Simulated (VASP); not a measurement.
## MgC18: single point with PBE+D3(BJ)

The system is MgC18, a slab with vacuum.

```
C Mg
1.0
     7.39800    0.00000    0.00000
    -3.69900    6.40686    0.00000
     0.00000    0.00000   11.00000
C Mg
18 1
Direct
  0.00108 0.00033 0.08428
  0.22441 0.11201 0.08387
  0.00185 0.33471 0.08475
  0.22379 0.44572 0.08460
  0.00215 0.66733 0.08469
  0.22347 0.77793 0.08423
  0.33515 0.00126 0.08384
  0.55723 0.11232 0.08411
  0.33547 0.33407 0.08421
  0.55687 0.44475 0.08457
  0.33452 0.66702 0.08464
  0.55785 0.77870 0.08475
  0.66887 0.00065 0.08452
  0.89017 0.11137 0.08464
  0.66790 0.33373 0.08451
  0.89122 0.44539 0.08482
  0.66853 0.66807 0.08488
  0.89047 0.77901 0.08472
  0.37914 0.14679 0.38300
```

The cell was built by a generator and needn't be a form met in nature.

```
Program             : VASP 6.6.1
Task                : single point
Functional          : PBE
Dispersion          : D3(BJ)
Potentials or basis : VASP PAW PBE potentials, release 64 (C, Mg)
Cutoff              : 520 eV
k mesh              : 2 × 2 × 1
Occupations         : fermi-dirac, width 0.05 eV
Spin                : no spin polarisation
```

```yaml
Largest_force: 0.026 eV/Å
Band_gap_on_the_k_mesh: 0.09 eV, direct
Dispersion_energy_per_atom: -0.100 eV
```

Forces in eV/Å, atoms in the order of the input:
```
C   -0.019 -0.011 -0.005
C    0.001  0.017 -0.005
C    0.007  0.015  0.004
C   -0.015  0.012  0.004
C    0.018 -0.014  0.003
C    0.008 -0.014  0.004
C    0.017  0.000 -0.007
C   -0.013  0.010 -0.003
C    0.016 -0.008 -0.004
C    0.001 -0.019  0.001
C   -0.015 -0.010 -0.008
C    0.010  0.015  0.002
C    0.006 -0.024  0.002
C    0.002 -0.013  0.000
C   -0.024 -0.009 -0.001
C    0.017  0.018 -0.001
C   -0.001  0.015  0.004
C   -0.020  0.009  0.003
Mg   0.004  0.009  0.006
```

Levels at points of the mesh, in eV from the valence-band top:
| k point | band 35 | band 36 | band 37 | band 38 | band 39 | band 40 |
| --- | --- | --- | --- | --- | --- | --- |
| (0.00, 0.00, 0.00) | -0.25 | 0.00 | 0.00 | 0.09 | 0.10 | 3.34 |
| (0.50, 0.00, 0.00) | -2.59 | -2.31 | -0.14 | 1.71 | 2.53 | 2.54 |
| (0.00, 0.50, 0.00) | -2.58 | -2.31 | -0.14 | 1.71 | 2.53 | 2.54 |
| (0.50, 0.50, 0.00) | -2.59 | -2.31 | -0.14 | 1.71 | 2.52 | 2.55 |

Run time: 2.4 min on 1 thread of Intel(R) Xeon(R) Platinum 8488C (Sapphire Rapids), with other jobs on the host, peak memory 0.54 GiB.

Caveat: the k mesh is coarse (spacing up to 0.49 Å⁻¹), so the values aren't converged. Expect the measured gap to be larger: semilocal functionals such as PBE lack the derivative discontinuity.
